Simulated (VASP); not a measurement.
GW runs with VASP on GaN (wurtzite), on PBE orbitals with a Kohn-Sham gap of 1.90 eV on the mesh.

```
GaN
1.0
    1.59500    -2.76262     0.00000
    1.59500     2.76262     0.00000
    0.00000     0.00000     5.19000
Ga N
2 2
Direct
  0.66667   0.33333   0.50000
  0.33333   0.66667   0.00000
  0.66667   0.33333   0.87700
  0.33333   0.66667   0.37700
```

Numerical set-up: PREC = Normal, 500 eV cut-off, 4×4×2 Γ-centred mesh, Gaussian smearing of 0.010 eV, potentials Ga_d_GW N_GW_new.

The mesh is coarse and the basis finite, so the quasiparticle values are not converged.

```json
[
 {"run": "run 1", "level": "G0W0@PBE, 1 step(s)", "NBANDS": "128", "ENCUTGW (eV)": "150", "QP gap (eV)": "3.00", "smallest direct QP gap (eV)": "3.00"},
 {"run": "run 2", "level": "G0W0@PBE, 1 step(s)", "NBANDS": "320", "ENCUTGW (eV)": "200", "QP gap (eV)": "[?]", "smallest direct QP gap (eV)": "[?]"}
]
```

### Question
What belongs in the gaps?

### Answer

- run 2, QP gap (eV): 3.06
- run 2, smallest direct QP gap (eV): 3.06

Left out are failed runs and those that VASP or the mesh makes unfit.

The compound is GaN in the wurtzite structure. The cell was not relaxed at this level.
